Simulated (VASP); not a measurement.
A convergence study with VASP on Cu$_{2}$O (cuprite): a few settings are varied, all else stays as given below, so the limit is that of these other settings. The cell's lengths are 1 % over those of the tabulated start and one atom is moved, so it is off equilibrium.

```
Cu2O
1.0
    4.31270     0.00000     0.00000
    0.00000     4.31270     0.00000
    0.00000     0.00000     4.31270
Cu O
4 2
Direct
  0.75000   0.25000   0.75000
  0.25000   0.75000   0.75000
  0.75000   0.75000   0.25000
  0.25000   0.25000   0.25000
  0.00000   0.00000   0.00000
  0.51405   0.50000   0.50000
```

Calculation: PBEsol GGA, VASP's PBE PAW potentials (set 64) (plane waves; VASP). The last row used: 900 eV cut-off, 4×4×4 Γ-centred mesh, Gaussian smearing of 0.050 eV, potentials Cu O_h.

Energies of different potentials or hybrids have different zeros.

```
setting                      E (eV/atom)  pressure (GPa)  largest force (eV/Å)  plane waves
---------------------------  -----------  --------------  --------------------  -----------
ENCUT = 300, POTCAR Cu O         -5.0148          -26.57                 0.932          968
ENCUT = 400, POTCAR Cu O         -4.9780           -9.29                 0.908         1472
ENCUT = 520, POTCAR Cu O         -4.9731           -6.20                 0.913         2176
ENCUT = 700, POTCAR Cu O             ___             ___                 0.910         3407
ENCUT = 900, POTCAR Cu O         -4.9748           -6.10                 0.910         4950
ENCUT = 300, POTCAR Cu_pv O          ___             ___                   ___          968
ENCUT = 400, POTCAR Cu_pv O      -4.9937          -10.39                 0.908         1472
ENCUT = 520, POTCAR Cu_pv O      -4.9865           -7.95                 0.909         2176
ENCUT = 700, POTCAR Cu_pv O      -4.9883           -6.60                 0.909         3407
ENCUT = 900, POTCAR Cu_pv O      -4.9883           -6.55                 0.908         4950
ENCUT = 300, POTCAR Cu O_s       -4.9684           -8.16                 0.933          968
ENCUT = 400, POTCAR Cu O_s       -4.9694           -6.45                 0.930         1472
ENCUT = 520, POTCAR Cu O_s       -4.9696           -5.99                 0.927         2176
ENCUT = 700, POTCAR Cu O_s       -4.9696           -5.92                 0.926         3407
ENCUT = 900, POTCAR Cu O_s       -4.9700           -5.85                 0.926         4950
ENCUT = 300, POTCAR Cu O_h       -4.5040         -106.23                 1.075          968
ENCUT = 400, POTCAR Cu O_h       -4.6249          -71.72                 0.809         1472
ENCUT = 520, POTCAR Cu O_h       -4.8788          -34.64                 0.869         2176
ENCUT = 700, POTCAR Cu O_h       -4.9652          -11.46                 0.899         3407
ENCUT = 900, POTCAR Cu O_h       -4.9752           -6.38                 0.905         4950
```

What belongs in the gaps?

- ENCUT = 700, POTCAR Cu O, E (eV/atom): -4.9744
- ENCUT = 700, POTCAR Cu O, pressure (GPa): -6.30
- ENCUT = 300, POTCAR Cu_pv O, E (eV/atom): -4.7734
- ENCUT = 300, POTCAR Cu_pv O, pressure (GPa): -110.18
- ENCUT = 300, POTCAR Cu_pv O, largest force (eV/Å): 0.944

Left out are rungs that failed or repeat a setting and relaxations that didn't move; long series are thinned to 24 rows.

The compound is Cu2O in the cuprite structure. The cell was not relaxed at this level, it is distorted from the ideal structure.
